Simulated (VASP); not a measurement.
Input:

```
CELL_PARAMETERS angstrom
      2.26780    -3.87745     0.00000
      2.26780     3.87745     0.00000
      0.00000     0.00000     4.61791
ATOMIC_POSITIONS crystal
  Ga 0.15573 0.84427 0.91789
  Ga 0.34427 0.65573 0.41789
  Ga 0.65573 0.34427 0.58211
  Ga 0.84427 0.15573 0.08211
```

Method: optB88-vdW, VASP's PBE PAW potentials (set 64) (plane waves; VASP). Settings: 520 eV cut-off, 9×9×8 Γ-centred mesh, tetrahedra with Blöchl corrections, potentials Ga_d.

### Question
What does the run give for the energy per atom (σ→0), band gap (on the k-mesh) with the smallest direct gap where there is one?

### Answer

| Quantity | Value |
|---|---|
| band gap (on the k-mesh) | none (metal, semimetal or under 0.01 eV) |
| energy per atom (σ→0) | 0.565 eV/atom |

Total energies compare only between runs with the same potentials, cut-off and functional.

The compound is Ga in the alpha structure. It was relaxed first.
